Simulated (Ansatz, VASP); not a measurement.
K3Pd: VASP beside Ansatz

run.py

```python
from ase.calculators.vasp import Vasp
from ase.dft.bandgap import bandgap
from ase.io import read

atoms = read('POSCAR')
calc = Vasp(
    directory='calc',
    xc='rpbe',
    pp='PBE',
    setups='materialsproject',
    prec='Accurate',
    encut=520,
    ediff=1e-06,
    ismear=0,
    sigma=0.02,
    lreal=False,
    lasph=True,
    nelm=80,
    algo='Normal',
    isif=2,
    lwave=False,
    lcharg=False,
    kpts=[5, 5, 5],
    gamma=True,
)
atoms.calc = calc

print('energy (eV):', atoms.get_potential_energy())
print('free energy (eV):', atoms.get_potential_energy(force_consistent=True))
print('forces (eV/A):')
print(atoms.get_forces())
print('stress (eV/A^3, Voigt):', atoms.get_stress())
print('Fermi level (eV):', calc.get_fermi_level())
gap, top, bottom = bandgap(calc)
print('band gap (eV):', gap, 'from (spin, k, band)', top, 'to', bottom)
```

POSCAR

```
K3Pd
1.0
    5.4450130000      0.0000000000      0.0000000000
    0.0000000000      5.4450130000      0.0000000000
    0.0000000000      0.0000000000      5.4450130000
Pd K
1 3
Direct
    0.0000000000      0.0000000000      0.0000000000
    0.0000000000      0.5000000000      0.5000000000
    0.5000000000      0.0000000000      0.5000000000
    0.5000000000      0.5000000000      0.0000000000
```

File input.yaml:

```yaml
crystal:
  lattice:
    - [5.445013, 0.0, 0.0]
    - [0.0, 5.445013, 0.0]
    - [0.0, 0.0, 5.445013]
  atoms:
    - { symbol: Pd, position: [0.0, 0.0, 0.0] }
    - { symbol: K, position: [0.0, 0.5, 0.5] }
    - { symbol: K, position: [0.5, 0.0, 0.5] }
    - { symbol: K, position: [0.5, 0.5, 0.0] }
hamiltonian:
  xc: rpbe
  pseudopotentials: { kind: paw }
kpoints:
  mp_grid: { grid: [5, 5, 5] }
scf:
  occupations: { method: gaussian, width: 0.02 }
output:
  forces: true
  stress: true
  eigenvalues: true
```

The cell comes from a database or a generator and needn't be the stable form of this composition.

Alike in both runs: task single point; functional RPBE; k mesh 5 × 5 × 5; occupations gaussian, width 0.02 eV; no spin polarisation.

|  | VASP | Ansatz |
| --- | --- | --- |
| version | VASP 6.6.1 | Ansatz 0.2.0 |
| potentials or method | VASP PAW PBE potentials, release 64 (Pd, K_sv) | Ansatz PAW |
| plane-wave cutoff (eV) | 520 | 420 |
| valence electrons in the cell | 37 | 45 |

|  | VASP | Ansatz | Ansatz less VASP |
| --- | --- | --- | --- |
| gap on the k mesh at the Fermi level (eV) | none | none | - |
| pressure (GPa) | 0.9 | 0.9 | +0.01 |

A gap of «none» marks a metal or a gap that the smearing closes. With one functional, cell and mesh, what is left measures potentials, basis and numerics. The two sets of potentials don't hold the same shells in valence.

Caveats: the PAW data sets were made with another functional, which shifts forces and pressure a little (VASP); the PAW data sets come from PBE, with cores solved anew for the run's functional, which leaves a small shift of forces and pressure (Ansatz).
